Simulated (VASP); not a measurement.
Level of theory: PBE GGA, VASP's PBE PAW potentials (set 64) (plane waves; VASP).

A VASP calculation is set up with these files.

**INCAR**
```
EDIFF=1E-6   ! SCF stop (eV)
IBRION=2
EDIFFG=-0.01   ! ionic stop
ENCUT=480   ! plane-wave cut-off (eV)
LASPH=.TRUE.   ! aspherical one-centre terms
LREAL=.FALSE.   ! projection in real space or not
SIGMA=0.05   ! width (eV)
NELM=100
ISMEAR=0   ! Gaussian
PREC=Accurate
LMAXMIX=4
LWAVE=.FALSE.
ALGO=Normal   ! blocked Davidson
LCHARG=.FALSE.
SYSTEM=Ge
ISIF=3   ! ions, shape and volume
GGA=PE
NSW=60
```

File KPOINTS:
```
kpoints
0
gamma
 7 7 7
```

### POSCAR
```
Ge
1
    0.0000000000     2.8290000000     2.8290000000
    2.8290000000     0.0000000000     2.8290000000
    2.8290000000     2.8290000000     0.0000000000
Ge
2
Direct
  0.5000000000   0.5000000000   0.5000000000
  0.7500000000   0.7500000000   0.7500000000
```

POTCAR, in this order: Ge_d (PBE.64 set). Program: vasp_std.

### Question
What will the output report for the number of irreducible k-points (NKPTS), largest plane-wave count, number of space-group operations, FFT grid (NGX, NGY, NGZ)?

### Answer

The number of irreducible k-points (NKPTS) is 20 and the largest plane-wave count is 1096. The number of space-group operations is 48 and the FFT grid (NGX, NGY, NGZ) is 30 × 30 × 30.

The compound is Ge in the diamond structure. This run relaxes it. Symmetry was kept, so distortions that lower it aren't found.
